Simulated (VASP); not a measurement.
NaGeSe:

```
CELL_PARAMETERS angstrom
4.33100 0.00000 0.00000
0.00000 4.33100 0.00000
0.00000 0.00000 6.97147
ATOMIC_POSITIONS crystal
Ge 0.00000 0.50000 0.64930
Ge 0.50000 0.00000 0.35070
Na 0.00000 0.00000 0.00000
Na 0.50000 0.50000 0.00000
Se 0.00000 0.50000 0.20560
Se 0.50000 0.00000 0.79440
```

The cell was built by a generator and needn't be a form met in nature.

* Program: VASP 6.6.1
* Task: relaxation of cell and atoms
* Functional: r2SCAN
* Potentials or basis: VASP PAW PBE potentials, release 64 (Ge_d, Na_pv, Se)
* Cutoff: 600 eV
* k mesh: 4 × 4 × 3
* Occupations: fermi-dirac, width 0.1 eV
* Spin: no spin polarisation

At the start: pressure 4.9 GPa; volume 21.79 Å³/atom.

**Question.** How do energy, volume and symmetry change on relaxing?

**Answer.** Over 27 steps the energy falls by 251.2 meV/atom and the volume is 22.12 Å³/atom (+1.5 %); space group P4/nmm (No. 129, to 0.05 Å).

The path:
```tsv
step	energy change (eV)	largest force (eV/Å)	pressure (GPa)	volume (Å³)
1	0.0000	2.1057	4.87	130.77
2	-0.5211	1.3015	-0.41	143.69
3	-0.5886	0.9762	-2.40	151.49
4	-0.8138	0.8162	-1.93	146.80
5	-1.1443	0.4437	0.66	134.92
6	-1.1636	0.6697	1.77	131.12
7	-1.3150	0.6557	0.26	134.77
8	-1.3610	0.5489	-0.70	137.91
9	-1.4420	0.3253	-0.30	135.01
10	-1.4590	0.3385	-0.02	133.17
11	-1.4842	0.1382	-0.24	133.09
12	-1.4897	0.0767	-0.35	133.03
13	-1.4924	0.0355	0.52	130.34
14	-1.4934	0.0415	0.22	131.21
15	-1.4979	0.0284	0.26	131.41
16	-1.5017	0.1800	0.50	131.89
17	-1.5034	0.0606	0.35	131.66
18	-1.5036	0.1377	0.44	131.82
19	-1.5041	0.1019	0.39	131.75
20	-1.5061	0.0724	0.01	133.09
21	-1.5061	0.0696	-0.03	133.22
22	-1.5061	0.0712	-0.01	133.14
23	-1.5067	0.0398	-0.04	133.07
24	-1.5068	0.0254	-0.05	133.03
25	-1.5069	0.0228	-0.07	132.96
26	-1.5069	0.0159	-0.06	132.99
27	-1.5071	0.0095	0.00	132.74
```

Final structure:
```cif
data_structure
_symmetry_space_group_name_H-M 'P 1'
_symmetry_Int_Tables_number 1
_cell_length_a 4.3578
_cell_length_b 4.3578
_cell_length_c 6.9899
_cell_angle_alpha 90.000
_cell_angle_beta 90.000
_cell_angle_gamma 90.000
_cell_volume 132.74
loop_
_atom_site_label
_atom_site_type_symbol
_atom_site_fract_x
_atom_site_fract_y
_atom_site_fract_z
_atom_site_occupancy
Ge1 Ge 0.00000 0.50000 0.67574 1
Ge2 Ge 0.50000 0.00000 0.32426 1
Na1 Na 0.00000 0.00000 0.00000 1
Na2 Na 0.50000 0.50000 0.00000 1
Se1 Se 0.00000 0.50000 0.30814 1
Se2 Se 0.50000 0.00000 0.69186 1
```

Caveat: the k mesh is coarse (spacing up to 0.36 Å⁻¹), so the values aren't converged; the PAW data sets were made with another functional, which shifts forces and pressure a little.
